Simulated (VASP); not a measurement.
Shape and ions are relaxed at each volume.

Energy against volume of CdS (wurtzite). These are optB88-vdW, VASP's PBE PAW potentials (set 64) (plane waves; VASP) values and carry that method's errors.

```tsv
V (Å³/atom)	E (eV/atom)
24.355	-0.64629
25.132	-0.66050
25.909	-0.66500
26.687	-0.66134
27.464	-0.65075
```

Question: Fit a third-order Birch-Murnaghan equation of state.

Answer: 
| Item | Result |
|---|---|
| volume per atom | 25.93 Å^3/atom |
| bulk modulus | 55.9 GPa |
| pressure derivative of the bulk modulus | 4.60 |

Measured: bulk modulus 60.7 GPa (computed value off by -7.9 %), as given by Cormac Toher et al., Physical Review Materials (2017), arXiv:1611.05714. The calculation is for a static lattice, while the measured bulk modulus holds thermal and zero-point effects, which are part of the difference.

The compound is CdS in the wurtzite structure. It was relaxed first.
